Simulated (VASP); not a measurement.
# Ca3ZrN3 (P1) in VASP: relaxation of cell and atoms with PBE

Aim: the relaxation of cell and atoms of Ca3ZrN3 with PBE.

All numbers are computed with VASP 6.6.1; they aren't measurements. Logs are shortened: lines on timing, memory, paths and dates and some standing lists are left out, and cuts for length are marked.

### 1 The crystal as given

The typed cell holds 14 atoms: a = 4.824 Å, b = 4.820 Å, c = 9.725 Å, α = 89.91°, β = 89.83°, γ = 89.11°.

The cell was built by a generator and needn't be a form met in nature.

### 2 Relaxation of cell and atoms, PBE

File INCAR:

```
PREC     = Normal         # precision mode
ENCUT    = 520            # plane-wave cutoff, eV
EDIFF    = 1E-5           # SCF threshold, eV
ISMEAR   = 0              # smearing method
SIGMA    = 0.15           # smearing width, eV
LREAL    = Auto         
LASPH    = T              # aspherical terms in the spheres
NELM     = 80             # most SCF steps
ALGO     = Fast           # electronic algorithm
ISIF     = 3              # what is computed and relaxed
LWAVE    = F              # write WAVECAR
LCHARG   = F              # write CHGCAR
GGA      = PE             # functional
IBRION   = 2              # ionic algorithm
NSW      = 110            # ionic steps
EDIFFG   = -0.03          # ionic threshold
ISYM     = 0            
KPAR     = 8
```

File KPOINTS:

```
Automatic mesh
0
Gamma
  5 5 3
```

File POSCAR:

```
Ca3ZrN3
1.0
    4.8238408700      0.0374798800      0.0097533700
    0.0372915500      4.8194071600      0.0039902500
    0.0087421600      0.0079930500      9.7248848000
Ca Zr N
6 2 6
Direct
    0.4984708400      0.5000207700      0.7414675000
    0.5007738400      0.5003603700      0.2489736700
    0.4946036300      0.0083896000      0.9928087100
    0.5003316500      0.9865116500      0.4960664700
    0.0091785400      0.9856160100      0.7593289200
    0.0127531900      0.9882793500      0.2524655300
    0.0302145800      0.4763321200      0.9895104900
    0.0254659300      0.5147633100      0.4919600600
    0.0142619900      0.0184590600      0.0028667200
    0.9960297500      0.9904691000      0.4946034800
    0.0084955300      0.4933767000      0.7757036200
    0.9920841300      0.5120206700      0.2677722100
    0.4617630500      0.4938204800      0.9908453300
    0.4599783400      0.4982937400      0.4975413100
```

Potentials or basis: VASP PAW PBE potentials, release 64 (Ca_sv, Zr_sv, N).

Started as:

```sh
cat potpaw_PBE.64/Ca_sv/POTCAR potpaw_PBE.64/Zr_sv/POTCAR potpaw_PBE.64/N/POTCAR > POTCAR
mpirun -np 8 vasp_std > vasp.out
```

OUTCAR:

```text
PREC = Normal
   ENCUT = 520
   EDIFF = 1E-5
   ISMEAR = 0
   LREAL = Auto
   LASPH = T
   NELM = 80
   ISIF = 3
   GGA = PE
   IBRION = 2
   NSW = 110
   EDIFFG = -0.03
   ISYM = 0

 ion  position               nearest neighbor table
   1  0.498  0.500  0.741-  14 2.38  11 2.39  13 2.43   7 3.30   8 3.34   8 3.51   7 3.53
   2  0.501  0.500  0.249-  12 2.38  14 2.42  12 2.46   8 3.29   7 3.40   8 3.47
   3  0.495  0.008  0.993-   9 2.32  13 2.34   7 3.15   7 3.43   7 3.46
   4  0.500  0.987  0.496-  14 2.36  10 2.39  10 2.43  14 2.47   8 3.25   8 3.38   8 3.40
   5  0.009  0.986  0.759-   9 2.37  11 2.38  11 2.45   7 3.26   7 3.32   8 3.45
   6  0.013  0.988  0.252-  12 2.30  10 2.36   9 2.43   8 3.26   8 3.45   7 3.47
   7  0.030  0.476  0.990-  11 2.08  13 2.08   9 2.21   9 2.62  12 2.72  13 2.74   3 3.15   5 3.26
                             1 3.30   5 3.32   2 3.40   3 3.43   3 3.46   6 3.47   1 3.53
   8  0.025  0.515  0.492-  14 2.10  12 2.19  10 2.30  10 2.53  14 2.73  11 2.76   4 3.25   6 3.26
                             2 3.29   1 3.34   4 3.38   4 3.40   6 3.45   5 3.45   2 3.47   1 3.51
   9  0.014  0.018  0.003-   7 2.21   3 2.32   5 2.37   6 2.43   7 2.62
  10  0.996  0.990  0.495-   8 2.30   6 2.36   4 2.39   4 2.43   8 2.53
  11  0.008  0.493  0.776-   7 2.08   5 2.38   1 2.39   5 2.45   8 2.76
  12  0.992  0.512  0.268-   8 2.19   6 2.30   2 2.38   2 2.46   7 2.72
  13  0.462  0.494  0.991-   7 2.08   3 2.34   1 2.43   7 2.74
  14  0.460  0.498  0.498-   8 2.10   4 2.36   1 2.38   2 2.42   4 2.47   8 2.73

IMPORTANT INFORMATION: All symmetrisations will be switched off!
NOSYMM: (Re-)initialisation of all symmetry stuff for point group C_1.

----------------------------------------------------------------------------------------

                                     Primitive cell

  volume of cell :     226.0705

  direct lattice vectors                    reciprocal lattice vectors
     4.823840870  0.037479880  0.009753370     0.207316524 -0.001604018 -0.000185048
     0.037291550  4.819407160  0.003990250    -0.001611929  0.207507013 -0.000169105
     0.008742160  0.007993050  9.724884800    -0.000207262 -0.000083534  0.102829237

  length of vectors
     4.823996332  4.819553087  9.724892014     0.207322812  0.207513343  0.102829479

  position of ions in fractional coordinates (direct lattice)
     0.498470840  0.500020770  0.741467500
     0.500773840  0.500360370  0.248973670
     0.494603630  0.008389600  0.992808710
     0.500331650  0.986511650  0.496066470
     0.009178540  0.985616010  0.759328920
     0.012753190  0.988279350  0.252465530
     0.030214580  0.476332120  0.989510490
     0.025465930  0.514763310  0.491960060
     0.014261990  0.018459060  0.002866720
     0.996029750  0.990469100  0.494603480
     0.008495530  0.493376700  0.775703620
     0.992084130  0.512020670  0.267772210
     0.461763050  0.493820480  0.990845330
     0.459978340  0.498293740  0.497541310

  ion indices of the primitive-cell ions
   primitive index   ion index
                 1           1
                 2           2
                 3           3
                 4           4
                 5           5
                 6           6
                 7           7
                 8           8
                 9           9
                10          10
                11          11
                12          12
                13          13
                14          14

----------------------------------------------------------------------------------------

 KPOINTS: Automatic mesh

Automatic generation of k-mesh.
 Grid dimensions read from file:
 generate k-points for:    5    5    3

 Generating k-lattice:

  Cartesian coordinates                     Fractional coordinates (reciprocal lattice)
     0.041463305 -0.000320804 -0.000037010     0.200000000 -0.000000000 -0.000000000
    -0.000322386  0.041501403 -0.000033821     0.000000000  0.200000000  0.000000000
    -0.000069087 -0.000027845  0.034276412     0.000000000  0.000000000  0.333333333

  Length of vectors
     0.041464562  0.041502669  0.034276493

  Shift w.r.t. Gamma in fractional coordinates (k-lattice)
     0.000000000  0.000000000  0.000000000

 Subroutine IBZKPT returns following result:
 ===========================================

 Found     38 irreducible k-points:

 Following reciprocal coordinates:
            Coordinates               Weight
  0.000000  0.000000  0.000000      1.000000
  0.200000  0.000000  0.000000      2.000000
  0.400000 -0.000000 -0.000000      2.000000
 -0.000000  0.200000  0.000000      2.000000
  0.200000  0.200000  0.000000      2.000000
  0.400000  0.200000  0.000000      2.000000
[... 16 lines left out ...]
 -0.200000  0.200000  0.333333      2.000000
  0.000000  0.400000  0.333333      2.000000
 [... further k-points ...]
   k-points           NKPTS =     38   k-points in BZ     NKDIM =     38   number of bands    NBANDS=     68
   number of dos      NEDOS =    301   number of ions     NIONS =     14
   total plane-waves  NPLWV =  42336
   dimension x,y,z NGX =    28 NGY =   28 NGZ =   54
   dimension x,y,z NGXF=    56 NGYF=   56 NGZF=  108
   ions per type =               6   2   6
   NGX,Y,Z   is equivalent  to a cutoff of   9.65,  9.66,  9.23 a.u.
   NGXF,Y,Z  is equivalent  to a cutoff of  19.30, 19.32, 18.46 a.u.
 SYSTEM =  unknown system
   PREC   = normal    normal or accurate (medium, high low for compatibility)
   ISTART =      0    job   : 0-new  1-cont  2-samecut
   ICHARG =      2    charge: 1-file 2-atom 10-const
   ISPIN  =      1    spin polarized calculation?
   LNONCOLLINEAR =      F non collinear calculations
   LSORBIT =      F    spin-orbit coupling
   LASPH  =      T    aspherical Exc in radial PAW
   ENCUT  =  520.0 eV  38.22 Ry    6.18 a.u.   8.97  8.96 18.08*2*pi/ulx,y,z
   NELM   =     80;   NELMIN=  2; NELMDL= -5     # of ELM steps
   EDIFF  = 0.1E-04   stopping-criterion for ELM
   LREAL  =      T    real-space projection
   EDIFFG = -.3E-01   stopping-criterion for IOM
   NSW    =    110    number of steps for IOM
   IBRION =      2    ionic relax: 0-MD 1-quasi-New 2-CG
   NFREE  =      1    steps in history (QN), initial steepest desc. (CG)
   ISIF   =      3    stress and relaxation
   ISYM   =      0    0-nonsym 1-usesym 2-fastsym
   POTIM  = 0.5000    time-step for ionic-motion
   TEBEG  =    0.0;   TEEND  =   0.0 temperature during run
   PSTRESS=    0.0 pullay stress
   NELECT =     114.0000    total number of electrons
   NUPDOWN=      -1.0000    fix difference up-down
   EMIN   =  10.00;   EMAX   =-10.00  energy-range for DOS
   EFERMI =   0.00;   METHOD = LEGACY
   ISMEAR =     0;   SIGMA  =   0.15  broadening in eV -4-tet -1-fermi 0-gaus
   EFERMI_NEDOS =   21; number of points for ismear=-14 and -15
   IALGO  =     68    algorithm
   IMIX   =      4    mixing-type and parameters
     AMIX     =   0.40;   BMIX     =  1.00
     AMIX_MAG =   1.60;   BMIX_MAG =  1.00
  volume/ion in A,a.u.               =      16.15       108.97
  Fermi-wavevector in a.u.,A,eV,Ry     =   1.303052  2.462412 23.101946  1.697945
  Thomas-Fermi vector in A             =   2.434080
   LORBIT       =      0    0 simple, 1 ext, 2 COOP (PROOUT), +10 PAW based schemes
   GGA     = PE    functional components
   LHFCALC =     F    Hartree Fock is set to
   AEXX    =    0.0000 exact exchange contribution
   IVDW    =     0    specifies the selected vdW correction
   LEPSILON=     F    determine dielectric tensor
   LRPA    =     F    only Hartree local field effects (RPA)
 conjugate gradient relaxation of ions
 non-spin polarized calculation
 RMM-DIIS sequential band-by-band and
 Gauss-broadening in eV      SIGMA  =   0.15
  energy-cutoff  :      520.00
  volume of cell :      226.07
 maximum number of plane-waves:      6129
   NGX = 17   NGY = 17   NGZ = 37

--------------------------------------- Ionic step        1  -------------------------------------------

 number of electron     113.9999991 magnetization

 Free energy of the ion-electron system (eV)
  ---------------------------------------------------
  ext. energy  EPLUGINS =         0.00000000
  ---------------------------------------------------
  free energy    TOTEN  =       -92.76662005 eV

  energy without entropy =      -92.72821863  energy(sigma->0) =      -92.74741934

------------------------ aborting loop because EDIFF is reached ----------------------------------------

  FORCE on cell =-STRESS in cart. coord.  units (eV):
  Direction    XX          YY          ZZ          XY          YZ          ZX
  --------------------------------------------------------------------------------------
  -------------------------------------------------------------------------------------
  Total        4.6812850      0.9834953      1.7760325     -1.6498547     -0.3426788      0.0998031
  in kB       33.1765937      6.9701000     12.5868662    -11.6926358     -2.4285883      0.7073114
  external PRESSURE =      17.5778533 kB  Pullay stress =       0.0000000 kB
[... 125 lines left out ...]
  FREE ENERGIE OF THE ION-ELECTRON SYSTEM (eV)
  ---------------------------------------------------
  free  energy   TOTEN  =       -93.0890925351 eV

  energy  without entropy=      -93.0493770310  energy(sigma->0) =      -93.06923478

[... ionic steps 4 to 17 ...]

--------------------------------------- Ionic step       18  -------------------------------------------

 number of electron     114.0000017 magnetization

------------------------ aborting loop because EDIFF is reached ----------------------------------------
[... 91 lines left out ...]
--------------------------------------- Ionic step       20  -------------------------------------------

 number of electron     114.0000016 magnetization

 Free energy of the ion-electron system (eV)
  ---------------------------------------------------
  ext. energy  EPLUGINS =         0.00000000
  ---------------------------------------------------
  free energy    TOTEN  =       -93.22472985 eV

  energy without entropy =      -93.18541476  energy(sigma->0) =      -93.20507231

 E-fermi :   4.9616     XC(G=0): -10.2977

 val. band max:        4.9603716737   @ k =  -0.2000   0.4000   0.3333
 cond. band min:       4.9656559384   @ k =   0.4000   0.2000   0.3333
 fundamental gap:      0.0052842647
 Fermi energy:         4.9615894885

 k-point     1 :       0.0000    0.0000    0.0000
  band No.  band energies     occupation
      1     -43.5851      2.00000
      2     -43.5847      2.00000
      3     -34.7695      2.00000
      4     -34.7614      2.00000
      5     -34.6620      2.00000
      6     -34.6550      2.00000
[... 1693 lines left out ...]
     67       8.2233      0.00000
     68       8.3850      0.00000

 [... further k-points ...]

------------------------ aborting loop because EDIFF is reached ----------------------------------------

  FORCE on cell =-STRESS in cart. coord.  units (eV):
  Direction    XX          YY          ZZ          XY          YZ          ZX
  --------------------------------------------------------------------------------------
  -------------------------------------------------------------------------------------
  Total       -0.1219263     -0.0107338      0.0262159      0.0044184     -0.0161337     -0.0015900
  in kB       -0.8463343     -0.0745069      0.1819737      0.0306696     -0.1119897     -0.0110366
  external PRESSURE =      -0.2462892 kB  Pullay stress =       0.0000000 kB
[... 29 lines left out ...]
  FREE ENERGIE OF THE ION-ELECTRON SYSTEM (eV)
  ---------------------------------------------------
  free  energy   TOTEN  =       -93.2247298480 eV

  energy  without entropy=      -93.1854147639  energy(sigma->0) =      -93.20507231

 reached required accuracy - stopping structural energy minimisation
```

Wall time 6.7 min (8 MPI ranks of AMD EPYC 9R45 (Zen 5), shared host); peak memory 0.5 GiB.

Results:

- Free energy: -93.2247 eV
- Relaxed volume: 16.49 Å³/atom
- Relaxed cell: a = 4.877 Å, b = 4.837 Å, c = 9.784 Å, α = 89.99°, β = 90.08°, γ = 90.00°
- Space group after relaxing (to 0.05 Å): Pc (No. 7)
- Energy gained by relaxing: 32.7 meV/atom
- Ionic steps: 20
- Pressure after relaxing: 0.0 GPa
- Largest force after relaxing: 0.025 eV/Å
- Band gap on the k mesh: none (metal or under the smearing width)

Forces on the atoms (eV/Å):
```
Ca  -0.006 -0.005  0.004
Ca   0.001  0.005 -0.005
Ca  -0.007  0.010 -0.002
Ca   0.003 -0.010  0.004
Ca   0.000 -0.004  0.000
Ca  -0.004 -0.008  0.010
Zr   0.006 -0.016  0.005
Zr   0.017  0.012 -0.012
N    0.004  0.025  0.006
N    0.001 -0.012  0.005
N   -0.002 -0.001 -0.004
N    0.004  0.007  0.013
N   -0.005 -0.003 -0.009
N   -0.011  0.002 -0.015
```

Stress tensor (GPa, compression positive):
```
-0.08  0.00  0.00
 0.00 -0.01 -0.01
 0.00 -0.01  0.02
```

The path:
```csv
step,energy change (eV),largest force (eV/Å),pressure (GPa),volume (Å³)
1,0.0000,1.2277,1.76,226.07
2,-0.3164,0.7365,-1.54,231.90
3,-0.3225,0.8747,-1.97,232.82
4,-0.4162,0.4889,1.06,227.89
5,-0.4175,0.4385,0.73,228.39
6,-0.4381,0.2231,0.10,229.90
7,-0.4381,0.2170,0.07,229.88
8,-0.4447,0.1382,-0.06,230.45
9,-0.4467,0.1565,-0.19,230.92
10,-0.4505,0.1136,0.17,230.47
11,-0.4508,0.1249,0.33,230.28
12,-0.4532,0.0970,0.17,230.66
13,-0.4543,0.1323,-0.03,231.12
14,-0.4558,0.0448,-0.09,231.17
15,-0.4562,0.0580,-0.14,231.21
16,-0.4571,0.0452,0.04,230.82
17,-0.4572,0.0494,0.14,230.60
18,-0.4577,0.0307,0.01,230.77
19,-0.4578,0.0451,-0.03,230.81
20,-0.4581,0.0255,-0.02,230.82
```

Final structure:
```
Ca Zr N
1.0
     4.87697   -0.00019   -0.00086
     0.00030    4.83725    0.00063
    -0.01233    0.00120    9.78403
Ca Zr N
6 2 6
Cartesian
  2.4524 2.4137 7.3172
  2.4566 2.4019 2.4268
  2.4531 4.8119 9.7707
  2.4560 0.0039 4.8765
  0.0090 4.8204 7.3151
  0.0150 4.8338 2.4214
  0.1262 2.2948 9.6421
  0.1295 2.5230 4.7518
  4.8759 0.1444 0.0017
  4.8679 4.6668 4.8956
  -0.0081 2.3994 7.5392
  4.8729 2.4154 2.6461
  2.2498 2.4123 0.0046
  2.2431 2.4025 4.8979
```
